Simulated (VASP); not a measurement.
VASP input:

**POSCAR**
```
GaAs
1.0
  0.0000000000   2.8096768105   2.8096768105
  2.8096768105   0.0000000000   2.8096768105
  2.8096768105   2.8096768105   0.0000000000
Ga As
1 1
Direct
  0.0000000000   0.0000000000   0.0000000000
  0.2500000000   0.2500000000   0.2500000000
```

### INCAR
```
# general
SYSTEM =GaAs
PREC   =Accurate
ENCUT  =480
LREAL  =.False.
LASPH  =.True.

# electronic loop
EDIFF  =1E-7   # SCF stop (eV)
NELM   =100
ALGO   =Normal   # blocked Davidson
LMAXMIX=4
LMIXTAU=.True.

# smearing
ISMEAR =0
SIGMA  =0.05   # width (eV)

# functional
METAGGA=R2SCAN

# ions
IBRION =2   # conjugate gradients
NSW    =40   # most ionic steps
ISIF   =3   # ions, shape and volume
EDIFFG =-0.01   # ionic stop
PSTRESS=20   # kbar

# output
LWAVE  =.False.
LCHARG =.False.
```

**KPOINTS**
```
Automatic mesh
0
Gamma
8 8 8
0 0 0
```

POTCAR, in this order: Ga_d As (PBE.64 set). Program: vasp_std.

Question: Translate this r2SCAN calculation to Ansatz.

Answer: One equivalent input (not run):
Ansatz 0.2 input:
```yaml
crystal:
  lattice:
    - [0.0000000, 2.8096768, 2.8096768]
    - [2.8096768, 0.0000000, 2.8096768]
    - [2.8096768, 2.8096768, 0.0000000]
  atoms:
    - { symbol: Ga, position: [0.0000000, 0.0000000, 0.0000000] }
    - { symbol: As, position: [0.2500000, 0.2500000, 0.2500000] }
kpoints:
  mp_grid: { grid: [8, 8, 8] }
hamiltonian:
  xc: r2scan
  pseudopotentials: { kind: paw }
scf:
  occupations: { method: gaussian, width: 0.05 }
  max_iter: 100
relax:
  max_steps: 40
  f_tol: 0.01
  cell: { p_target: 2 }
output: { forces: true, stress: true, eigenvalues: true }
```
The two are equivalent in intent, not identical: each code has its own PAW files, so the cut-off isn't converted (ENCUT is set for VASP's; basis.ecutwfc is left out, and Ansatz then takes the one that its files recommend); Ansatz stops its SCF on the density residual and VASP on the energy change (EDIFF).

The compound is GaAs in the zinc blende structure. It was relaxed first under an external pressure of 2 GPa.
